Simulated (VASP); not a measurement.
Here is a VASP 6.6.1 calculation.

INCAR

```
PREC     = Accurate       # precision mode
ENCUT    = 520            # plane-wave cutoff, eV
EDIFF    = 1E-7           # SCF threshold, eV
ISMEAR   = 0              # smearing method
SIGMA    = 0.02           # smearing width, eV
LREAL    = F              # projectors in reciprocal space
LASPH    = T              # aspherical terms in the spheres
NELM     = 80             # most SCF steps
ALGO     = Fast           # electronic algorithm
ISIF     = 3              # what is computed and relaxed
LWAVE    = F              # write WAVECAR
LCHARG   = F              # write CHGCAR
GGA      = PE             # functional
IBRION   = 2              # ionic algorithm
NSW      = 80             # ionic steps
EDIFFG   = -0.002         # ionic threshold
```

The input KPOINTS:

```
Automatic mesh
0
Gamma
  9 9 6
```

Contents of POSCAR:

```
CdSe
1.0
    4.3000000000      0.0000000000      0.0000000000
   -2.1500000000      3.7239092400      0.0000000000
    0.0000000000      0.0000000000      7.0200000000
Cd Se
2 2
Direct
    0.3333333300      0.6666666700      0.0000000000
    0.6666666700      0.3333333300      0.5000000000
    0.3333333300      0.6666666700      0.3850000000
    0.6666666700      0.3333333300      0.8850000000
```

Potentials or basis: VASP PAW PBE potentials, release 64 (Cd, Se).

Launch:

```sh
$ cat potpaw_PBE.64/Cd/POTCAR potpaw_PBE.64/Se/POTCAR > POTCAR
$ mpirun -np 1 vasp_std > vasp.out
```

Task: Estimate the band gap on the k mesh.

Result: 0.53 eV, direct.

Task: Estimate the relaxed cell.

Result: a = 4.391 Å, b = 4.391 Å, c = 7.167 Å, α = 90.00°, β = 90.00°, γ = 120.00°.

Task: Estimate the space group after relaxing (to 0.05 Å).

Result: P6_3mc (No. 186).

Task: What does it give for the relaxed volume?

Result: 29.92 Å³/atom.

The path:
| step | energy change (eV) | largest force (eV/Å) | pressure (GPa) | volume (Å³) |
| --- | --- | --- | --- | --- |
| 1 | 0.0000 | 0.2910 | 3.34 | 112.41 |
| 2 | -0.0785 | 0.0481 | -0.90 | 122.21 |
| 3 | -0.0853 | 0.0929 | -0.07 | 119.88 |
| 4 | -0.0853 | 0.0897 | -0.13 | 120.03 |
| 5 | -0.0867 | 0.0566 | -0.07 | 119.85 |
| 6 | -0.0875 | 0.0090 | 0.03 | 119.61 |
| 7 | -0.0887 | 0.0118 | 0.04 | 119.58 |
| 8 | -0.0892 | 0.0178 | 0.07 | 119.50 |
| 9 | -0.0894 | 0.0163 | 0.06 | 119.53 |
| 10 | -0.0895 | 0.0006 | -0.04 | 119.80 |
| 11 | -0.0895 | 0.0050 | -0.02 | 119.73 |
| 12 | -0.0895 | 0.0021 | 0.01 | 119.66 |
| 13 | -0.0895 | 0.0003 | 0.00 | 119.68 |

PBE usually gives volumes a little too large and moduli too small. Zero-point motion and thermal expansion aren't in these numbers.
